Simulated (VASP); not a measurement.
Wanted: the native input for a VASP 6.6.1 run.

- Task: single point
- Functional: PBE
- Potentials or basis: VASP PAW PBE potentials, release 64 (Pb_d)
- Cutoff: 520 eV
- k mesh: 12 × 12 × 1
- Occupations: methfessel-paxton, width 0.1 eV
- Spin: no spin polarisation
- Dipole correction: yes
- Further INCAR settings: ALGO = Fast; EDIFF = 1e-06

The structure of Pb lies in POSCAR:

```
Pb                                      
1.0
    3.5645663000      0.0000000000      0.0000000000
   -1.7822831500      3.0870049700      0.0000000000
    0.0000000000      0.0000000000     17.9104561900
  Pb            
     2
Direct
     0.6666666699999979    0.3333333300000021    0.4259679365176494
     0.3333333300000021    0.6666666699999979    0.5740320634823507
```

The input as run:

INCAR

```
PREC     = Accurate       # precision mode
ENCUT    = 520            # plane-wave cutoff, eV
EDIFF    = 1E-6           # SCF threshold, eV
ISMEAR   = 1              # smearing method
SIGMA    = 0.1            # smearing width, eV
LREAL    = F              # projectors in reciprocal space
LASPH    = T              # aspherical terms in the spheres
NELM     = 80             # most SCF steps
ALGO     = Fast           # electronic algorithm
ISIF     = 2              # what is computed and relaxed
LWAVE    = F              # write WAVECAR
LCHARG   = F              # write CHGCAR
LDIPOL   = T            
IDIPOL   = 3            
DIPOL    = 0.5 0.5 0.500
GGA      = PE             # functional
LVHAR    = T            
LVACPOTAV= T            
ICORELEVEL= 1
```

KPOINTS

```
Automatic mesh
0
Gamma
  12 12 1
```

Potentials or basis: VASP PAW PBE potentials, release 64 (Pb_d).

Launch:

```console
$ cat potpaw_PBE.64/Pb_d/POTCAR > POTCAR
$ mpirun -np 1 vasp_std > vasp.out
```

Results of the run:

```
Band gap on the k mesh          : none (metal or under the smearing width)
Work function of the upper face : 3.69 eV
Work function of the lower face : 3.69 eV
```

Wall time 2.1 min on 1 thread of Intel(R) Xeon(R) Platinum 8488C (Sapphire Rapids), with other jobs on the host, peak memory 0.32 GiB.
